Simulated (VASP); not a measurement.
A VASP calculation is set up with these files.

**INCAR**
```
! general
SYSTEM =HfO2
PREC   =Accurate
ENCUT  =520   ! plane-wave cut-off (eV)
LREAL  =F
LASPH  =T
NBANDS =19

! electronic loop
EDIFF  =1E-6   ! SCF stop (eV)
NELM   =100   ! most electronic steps
ALGO   =Normal   ! blocked Davidson
LMAXMIX=6   ! l cut-off of mixed one-centre charges

! smearing
ISMEAR =0
SIGMA  =0.05   ! width (eV)

! functional
GGA    =PE

! ions
ISIF   =2   ! forces and stress, cell fixed

! output
LWAVE  =F
LCHARG =F
```

File POSCAR:
```
HfO2
3.6102370
  0.0000000000   0.7200302916   0.6939428076
  0.7115579947   0.0000000000   0.6939428076
  0.7115579947   0.7200302916   0.0000000000
Hf O
1 2
Cart
  0.0000000000   0.0000000000   0.0000000000
  0.3557789973   0.3600151458   0.3469714038
  1.0885143810   1.0800454375   1.0409142114
```

**KPOINTS**
```
Automatic mesh
0
Gamma
7 7 7
0 0 0
```

POTCAR, in this order: Hf_pv O (PBE.64 set). Program: vasp_std.

Problem. Write an equivalent input for Quantum ESPRESSO's pw.x.

Solution. One equivalent input (not run):
```
&CONTROL
  calculation = 'scf'
  pseudo_dir = './pseudo'
  outdir = './out'
  tprnfor = .true.
  tstress = .true.
/
&SYSTEM
  ibrav = 0
  nat = 3
  ntyp = 2
  ecutwfc = 84
  occupations = 'smearing'
  smearing = 'gaussian'
  degauss = 0.003675
  input_dft = 'pbe'
/
&ELECTRONS
  conv_thr = 7.3e-08
  electron_maxstep = 100
/
ATOMIC_SPECIES
  Hf 178.490 Hf.upf
  O 15.999 O.upf
CELL_PARAMETERS angstrom
     0.0000000    2.5994800    2.5052980
     2.5688930    0.0000000    2.5052980
     2.5688930    2.5994800    0.0000000
ATOMIC_POSITIONS crystal
  Hf   0.0000000  0.0000000  0.0000000
  O    0.2500000  0.2500000  0.2500000
  O    0.7351190  0.7648810  0.7648810
K_POINTS automatic
  7 7 7 0 0 0
```
What does not carry over: the potentials are each code's own (VASP's PAW set, PseudoDojo norm-conserving files in pw.x), so ENCUT and ecutwfc are chosen apart and not converted; conv_thr bounds pw.x's estimated SCF error, while EDIFF bounds the energy change between steps; the number of bands isn't carried over, since the valence differs with the files.

The compound is HfO2 in the fluorite structure, the high-temperature cubic form, which is unstable at 0 K; the monoclinic form is the stable one. The cell was not relaxed at this level, atoms are displaced from their ideal sites. The run is one of a series of settings (NBANDS = 19 against the base run), some of them coarse on purpose.
